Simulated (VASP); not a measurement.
Input:

```
Ag
1.0
    0.00000     2.11199     2.11199
    2.11199     0.00000     2.11199
    2.11199     2.11199     0.00000
Ag
1
Direct
  0.00000   0.00000   0.00000
```

Method: PBE GGA, VASP's PBE PAW potentials (set 64) (plane waves; VASP). Numerical set-up: 480 eV cut-off, 14×14×14 Γ-centred mesh, first-order Methfessel-Paxton smearing of 0.10 eV, potentials Ag.

Problem. What does the run give for the energy per atom (σ→0), pressure, band gap (on the k-mesh) with the smallest direct gap where there is one?

Solution. 
| Quantity | Result |
|---|---|
| band gap (on the k-mesh) | none (metal, semimetal or under 0.01 eV) |
| energy per atom (σ→0) | -2.703 eV/atom |
| pressure | -4.20 GPa |

Only differences to runs with the same potentials and settings are physical.

The compound is Ag in the fcc structure. This cell was strained or had an atom moved on purpose.
